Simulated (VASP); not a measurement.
Input for VASP

**KPOINTS**
```
Automatic mesh
0
Gamma
4 4 4
0.5 0.5 0.5
```

INCAR:
```
# general
SYSTEM = AlP
PREC   = Accurate
ENCUT  = 210
LREAL  = .FALSE.
LASPH  = .TRUE.

# electronic loop
EDIFF  = 1E-03
NELM   = 100
ALGO   = Normal

# smearing
ISMEAR = 0
SIGMA  = 0.01

# functional
GGA    = PE

# ions
ISIF   = 2

# output
LWAVE  = .FALSE.
LCHARG = .FALSE.
```

**POSCAR**
```
AlP
1
    0.0000000000     2.7460630000     2.7460630000
    2.7460630000     0.0000000000     2.7460630000
    2.7460630000     2.7460630000     0.0000000000
Al P
1 1
Direct
  0.0000000000   0.0000000000   0.0000000000
  0.7500000000   0.7500000000   0.7500000000
```

POTCAR, in this order: Al P (PBE.64 set). Program: vasp_std.

### Question
Translate this PBE calculation to Ansatz.

### Answer
One equivalent input (not run):
Ansatz 0.2 input:
```yaml
crystal:
  lattice:
    - [0.0000000, 2.7460630, 2.7460630]
    - [2.7460630, 0.0000000, 2.7460630]
    - [2.7460630, 2.7460630, 0.0000000]
  atoms:
    - { symbol: Al, position: [0.0000000, 0.0000000, 0.0000000] }
    - { symbol: P, position: [0.7500000, 0.7500000, 0.7500000] }
kpoints:
  mp_grid: { grid: [4, 4, 4], shift: [0.5, 0.5, 0.5] }
hamiltonian:
  xc: pbe
  pseudopotentials: { kind: paw }
scf:
  occupations: { method: gaussian, width: 0.01 }
  max_iter: 100
output: { forces: true, stress: true, eigenvalues: true }
```
The two are equivalent in intent, not identical: each code has its own PAW files, so the cut-off isn't converted (ENCUT is set for VASP's; basis.ecutwfc is left out, and Ansatz then takes the one that its files recommend); Ansatz stops its SCF on the density residual and VASP on the energy change (EDIFF).

The structure comes from a computed database's AlP entry; how it stands against other phases isn't given here. The cell was not relaxed at this level. The k-mesh is coarse (spacing up to 0.50 per Å, 2π included), so the numbers may not be converged in it. The run is one of a series of settings (EDIFF = 1E-03, ENCUT = 210, KPOINTS 4×4×4 Γ-centred mesh shifted by (0.5, 0.5, 0.5) against the base run), some of them coarse on purpose.
